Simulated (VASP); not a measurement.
Data:

```yaml
crystal:
  lattice:
    - [0.00000, 2.09503, 2.09503]
    - [2.09503, 0.00000, 2.09503]
    - [2.09503, 2.09503, 0.00000]
  atoms:
    - { symbol: Ag, position: [0.00000, 0.00000, 0.00000] }
```

These are revPBE GGA, VASP's PBE PAW potentials (set 64) (plane waves; VASP 6.6.1) values and carry that method's errors. Numerical set-up: 520 eV cut-off, Gaussian smearing of 0.050 eV, potentials Ag.

### Question
Give the energies of bands 1 to 7 at the high-symmetry points, in eV from the Fermi level.

### Answer

| band | Γ | X | U | L | W |
|---|---|---|---|---|---|
| 1 | -7.27 | -6.05 | -5.67 | -6.01 | -5.38 |
| 2 | -4.63 | -5.93 | -5.29 | -4.64 | -4.85 |
| 3 | -4.63 | -3.06 | -3.97 | -4.64 | -4.85 |
| 4 | -4.63 | -2.85 | -3.53 | -3.03 | -3.71 |
| 5 | -3.73 | -2.85 | -3.10 | -3.03 | -2.85 |
| 6 | -3.73 | 1.64 | 4.05 | -0.25 | 5.63 |
| 7 | 15.77 | 6.13 | 4.93 | 3.16 | 5.63 |

It has no gap at this level: it comes out as a metal or semimetal.

The compound is Ag in the fcc structure. It was relaxed first, which changed the volume by +8 %.
